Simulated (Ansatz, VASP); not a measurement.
# Al3Cl in VASP and in Ansatz

```xyz
4
Lattice="4.3025 0.0000 0.0000 0.0000 4.3025 0.0000 0.0000 0.0000 4.3025" Properties=species:S:1:pos:R:3 pbc="T T T"
Al    2.1513    2.1513    0.0000
Al    2.1513    0.0000    2.1513
Al    0.0000    2.1513    2.1513
Cl    0.0000    0.0000    0.0000
```

Change from the starting cell: species swapped into the La3Pb type (Pm-3m, No. 221).

Alike in both runs: task relaxation of cell and atoms; functional PBE; k mesh 12 × 12 × 12; occupations gaussian, width 0.1 eV; no spin polarisation.

|  | VASP | Ansatz |
| --- | --- | --- |
| version | VASP 6.6.1 | Ansatz 0.2.0 |
| potentials or method | VASP PAW PBE potentials, release 64 (Al, Cl) | scalar-relativistic, plane waves, PAW |
| plane-wave cutoff (eV) | 600 | 420 |
| valence electrons in the cell | 16 | 16 |

|  | VASP | Ansatz | Ansatz less VASP |
| --- | --- | --- | --- |
| gap on the k mesh at the Fermi level, each at its own relaxed structure (eV) | none | none | - |
| relaxed volume (Å³/atom) | 20.45 | 20.44 | -0.015 |
| relaxed cell length with the largest relative difference (Å) | 4.341 | 4.340 | -0.0010 |
| energy change over the relaxation (meV/atom) | -2 | -2 | 0.0 |

A gap of «none» marks a metal or a gap that the smearing closes.
